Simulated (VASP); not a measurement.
These are modified Becke-Johnson potential (mBJ), VASP's PBE PAW potentials (set 64) (plane waves; VASP) values and carry that method's errors.

Input for VASP

**KPOINTS**
```
Automatic mesh
0
gamma
 4 4 4
```

### INCAR
```
! general
SYSTEM  = Zn4S2Se2
PREC    = Accurate
ENCUT   = 400   ! plane-wave cut-off (eV)
LREAL   = .FALSE.   ! projection in real space or not
LASPH   = .TRUE.

! electronic loop
EDIFF   = 1E-6
NELM    = 200   ! most electronic steps
ALGO    = Normal   ! blocked Davidson
LMAXMIX = 4
LMIXTAU = .TRUE.

! smearing
ISMEAR  = 0
SIGMA   = 0.05   ! width (eV)

! functional
METAGGA = MBJ

! ions
ISIF    = 0

! output
LWAVE   = .FALSE.
LCHARG  = .FALSE.
```

File POSCAR:
```
Zn4S2Se2
1
    5.5894993327     0.0000000000     0.0000000000
    0.0000000000     5.5894993327     0.0000000000
    0.0000000000     0.0000000000     5.5844838261
Zn Se S
4 2 2
Direct
  1.0000000000   0.0000000000   0.9867892617
  0.5000000000   0.5000000000   0.9867892617
  0.5000000000   0.0000000000   0.5132107383
  1.0000000000   0.5000000000   0.5132107383
  0.2500000000   0.2500000000   0.2500000000
  0.7500000000   0.7500000000   0.2500000000
  0.7500000000   0.2500000000   0.7500000000
  0.2500000000   0.7500000000   0.7500000000
```

POTCAR, in this order: Zn Se S (PBE.64 set). Program: vasp_std. Read from the step before: WAVECAR.

Output of the run:

### OUTCAR
```
 ion  position               nearest neighbor table
   1  0.000  0.000  0.987-   7 2.38   8 2.38   5 2.46   6 2.46
   2  0.500  0.500  0.987-   7 2.38   8 2.38   5 2.46   6 2.46
   3  0.500  0.000  0.513-   7 2.38   8 2.38   5 2.46   6 2.46
   4  0.000  0.500  0.513-   7 2.38   8 2.38   5 2.46   6 2.46
   5  0.250  0.250  0.250-   1 2.46   2 2.46   3 2.46   4 2.46
   6  0.750  0.750  0.250-   1 2.46   2 2.46   3 2.46   4 2.46
   7  0.750  0.250  0.750-   1 2.38   2 2.38   3 2.38   4 2.38
   8  0.250  0.750  0.750-   1 2.38   2 2.38   3 2.38   4 2.38
  LATTYP: Found a simple tetragonal cell.
 ALAT       =     5.5894993327
 C/A-ratio  =     0.9991026913
 Subroutine PRICEL returns following result:
  LATTYP: Found a simple tetragonal cell.
 ALAT       =     3.9523728816
 C/A-ratio  =     1.4129445762
 Subroutine GETGRP returns: Found  8 space group operations
The static configuration has the point symmetry C_2v.
 The point group associated with its full space group is D_2d.
The dynamic configuration has the point symmetry C_2v.
 Subroutine INISYM returns: Found  8 space group operations
 Subroutine IBZKPT returns following result:
 Found     18 irreducible k-points:

 Following reciprocal coordinates:
            Coordinates               Weight
  0.000000  0.000000  0.000000      1.000000
  0.250000  0.000000  0.000000      4.000000
  0.500000  0.000000  0.000000      2.000000
  0.250000  0.250000  0.000000      4.000000
  0.500000  0.250000  0.000000      4.000000
  0.500000  0.500000  0.000000      1.000000
  0.000000  0.000000  0.250000      2.000000
  0.250000  0.000000  0.250000      8.000000
  0.500000  0.000000  0.250000      4.000000
  0.250000  0.250000  0.250000      8.000000
  0.500000  0.250000  0.250000      8.000000
  0.500000  0.500000  0.250000      2.000000
  0.000000  0.000000  0.500000      1.000000
  0.250000  0.000000  0.500000      4.000000
...
```

File OSZICAR:
```
       N       E                     dE             d eps       ncg     rms          rms(c)
DAV:   1     0.705545321953E+03    0.70555E+03   -0.76829E+00  1866   0.316E+01    0.873E+00
DAV:   2     0.704724053954E+03   -0.82127E+00   -0.86394E+00  1556   0.197E+01    0.274E+01
DAV:   3     0.703851627158E+03   -0.87243E+00   -0.97843E-01  1737   0.633E+00    0.323E+01
DAV:   4     0.704748610858E+03    0.89698E+00   -0.94784E-01  1625   0.407E+00    0.229E+01
DAV:   5     0.708132228710E+03    0.33836E+01   -0.14818E+00  1617   0.493E+00    0.115E+01
DAV:   6     0.709175374782E+03    0.10431E+01   -0.16040E-01  1593   0.205E+00    0.886E+00
DAV:   7     0.709264279514E+03    0.88905E-01   -0.45638E-02  1701   0.102E+00    0.924E+00
DAV:   8     0.709537667981E+03    0.27339E+00   -0.20101E-02  1572   0.775E-01    0.762E+00
DAV:   9     0.710766085359E+03    0.12284E+01   -0.74409E-02  1657   0.189E+00    0.144E+00
DAV:  10     0.710591317384E+03   -0.17477E+00   -0.39059E-02  1626   0.114E+00    0.221E+00
DAV:  11     0.710709074591E+03    0.11776E+00   -0.26978E-03  1812   0.346E-01    0.194E+00
DAV:  12     0.710854935147E+03    0.14586E+00   -0.91504E-03  1719   0.460E-01    0.977E-01
DAV:  13     0.711183088240E+03    0.32815E+00   -0.83922E-03  1646   0.464E-01    0.199E-01
DAV:  14     0.711220639507E+03    0.37551E-01   -0.22628E-03  1784   0.260E-01    0.297E-01
DAV:  15     0.711242775633E+03    0.22136E-01   -0.53335E-04  1725   0.116E-01    0.255E-01
DAV:  16     0.711249174505E+03    0.63989E-02   -0.88501E-05  1602   0.450E-02    0.153E-01
DAV:  17     0.711259995445E+03    0.10821E-01   -0.72116E-05  1676   0.498E-02    0.142E-01
DAV:  18     0.711248239170E+03   -0.11756E-01   -0.99485E-05  1704   0.403E-02    0.102E-01
DAV:  19     0.711250526933E+03    0.22878E-02   -0.83298E-06  1545   0.189E-02    0.105E-01
DAV:  20     0.711249430537E+03   -0.10964E-02   -0.36835E-06  1361   0.836E-03    0.653E-02
DAV:  21     0.711247413407E+03   -0.20171E-02   -0.24849E-06  1220   0.702E-03    0.310E-02
DAV:  22     0.711246893074E+03   -0.52033E-03   -0.75177E-07   874   0.462E-03    0.173E-02
DAV:  23     0.711246752483E+03   -0.14059E-03   -0.15970E-07   843   0.226E-03    0.180E-02
DAV:  24     0.711245183186E+03   -0.15693E-02   -0.13102E-07   837   0.208E-03    0.199E-03
DAV:  25     0.711244721082E+03   -0.46210E-03   -0.61241E-08   837   0.139E-03    0.832E-04
DAV:  26     0.711244321105E+03   -0.39998E-03   -0.16053E-08   831   0.910E-04    0.854E-04
DAV:  27     0.711244272619E+03   -0.48487E-04   -0.51839E-09   828   0.487E-04    0.476E-04
DAV:  28     0.711244211821E+03   -0.60798E-04   -0.22097E-09   828   0.354E-04    0.233E-04
DAV:  29     0.711244006972E+03   -0.20485E-03   -0.43433E-09   819   0.390E-04    0.142E-03
DAV:  30     0.711244055146E+03    0.48174E-04   -0.16333E-09   819   0.276E-04    0.848E-04
DAV:  31     0.711244043652E+03   -0.11493E-04   -0.36614E-10   819   0.165E-04    0.840E-04
DAV:  32     0.711244124031E+03    0.80379E-04   -0.24777E-10   819   0.167E-04    0.403E-04
DAV:  33     0.711244151349E+03    0.27318E-04   -0.11528E-10   810   0.654E-05    0.323E-04
DAV:  34     0.711244182354E+03    0.31005E-04   -0.60716E-11   810   0.455E-05    0.117E-04
DAV:  35     0.711244190744E+03    0.83906E-05   -0.28451E-11   810   0.298E-05    0.113E-04
DAV:  36     0.711244211680E+03    0.20936E-04   -0.23045E-11   810   0.344E-05    0.950E-06
DAV:  37     0.711244212906E+03    0.12260E-05   -0.25754E-12   810   0.220E-05    0.108E-05
DAV:  38     0.711244215774E+03    0.28675E-05   -0.79635E-13   810   0.903E-06    0.656E-06
DAV:  39     0.711244217000E+03    0.12261E-05    0.46705E-12   810   0.592E-06    0.921E-06
DAV:  40     0.711244215839E+03   -0.11605E-05   -0.23365E-12   810   0.370E-06    0.151E-06
DAV:  41     0.711244215746E+03   -0.93623E-07    0.81998E-12   810   0.259E-06
   1 F= 0.71124422E+03 E0= 0.71124422E+03  d E =-.118820E-13
```

### OUTCAR
```
------------------------ aborting loop because EDIFF is reached ----------------------------------------
  volume of cell :      174.47
      direct lattice vectors                 reciprocal lattice vectors
     5.589499333  0.000000000  0.000000000     0.178906900  0.000000000  0.000000000
     0.000000000  5.589499333  0.000000000     0.000000000  0.178906900  0.000000000
     0.000000000  0.000000000  5.584483826     0.000000000  0.000000000  0.179067579
 POSITION                                       TOTAL-FORCE (eV/Angst)
 -----------------------------------------------------------------------------------
      0.00000      0.00000      5.51071         0.000000     -0.000000      0.726611
      2.79475      2.79475      5.51071        -0.000000      0.000000      0.726611
      2.79475      0.00000      2.86602         0.000000     -0.000000     -0.726611
      0.00000      2.79475      2.86602         0.000000      0.000000     -0.726611
      1.39737      1.39737      1.39612         0.000000     -0.000000     -0.000000
      4.19212      4.19212      1.39612         0.000000     -0.000000      0.000000
      4.19212      1.39737      4.18836         0.000000     -0.000000      0.000000
      1.39737      4.19212      4.18836        -0.000000      0.000000     -0.000000
 -----------------------------------------------------------------------------------
    total drift:                                0.000000      0.000000     -0.000000
  FREE ENERGIE OF THE ION-ELECTRON SYSTEM (eV)
  ---------------------------------------------------
  free  energy   TOTEN  =       711.2442157458 eV

  energy  without entropy=      711.2442157458  energy(sigma->0) =      711.24421575

     CMBJ =    1.0000

     CMBJA=   -0.0120

     CMBJB=    1.0230

     CMBJE=    0.5000

    CMBJ =    1.2827
```
(Selected blocks of OUTCAR.)

OUTCAR:
```
 val. band max:        1.9254356972   @ k =   0.0000   0.0000   0.0000

 cond. band min:       4.9243352147   @ k =   0.0000   0.0000   0.0000


 Fermi energy:         2.1755852473

 k-point     1 :       0.0000    0.0000    0.0000
  band No.  band energies     occupation
      1     -10.9802      2.00000
      2     -10.1823      2.00000
      3      -9.9747      2.00000
      4      -9.8074      2.00000
      5      -4.0981      2.00000
      6      -4.0969      2.00000
      7      -4.0969      2.00000
      8      -3.9732      2.00000
      9      -3.9732      2.00000
     10      -3.9456      2.00000
     11      -3.8268      2.00000
     12      -3.8056      2.00000
     13      -3.8056      2.00000
     14      -3.8005      2.00000
     15      -3.8005      2.00000
     16      -3.7842      2.00000
     17      -3.6021      2.00000
     18      -3.5983      2.00000
     19      -3.5454      2.00000
     20      -3.5454      2.00000
     21      -3.5419      2.00000
     22      -3.4745      2.00000
     23      -3.4382      2.00000
     24      -3.4234      2.00000
     25      -2.1676      2.00000
     26      -2.1676      2.00000
     27      -2.1436      2.00000
     28      -0.2911      2.00000
     29      -0.1204      2.00000
     30      -0.1204      2.00000
     31      -0.0238      2.00000
     32      -0.0238      2.00000
     33       0.1932      2.00000
     34       1.8380      2.00000
     35       1.9254      2.00000
     36       1.9254      2.00000
     37       4.9243      0.00000
     38       5.9413      0.00000
     39       6.2090      0.00000
     40       6.3632      0.00000
     41       6.7350      0.00000
     42       6.7455      0.00000
     43       6.7455      0.00000

 k-point     2 :       0.2500    0.0000    0.0000
  band No.  band energies     occupation
      1     -10.8604      2.00000
      2     -10.2717      2.00000
      3      -9.9672      2.00000
      4      -9.8758      2.00000
      5      -4.0960      2.00000
...
```

mBJ is a potential without an energy functional, so only the levels count.

The structure was generated: Zn4S2Se2 was put into an ordered model structure (P-4m2), which need not be its known phase. It was relaxed first. The cell's shape comes from a PBE relaxation.
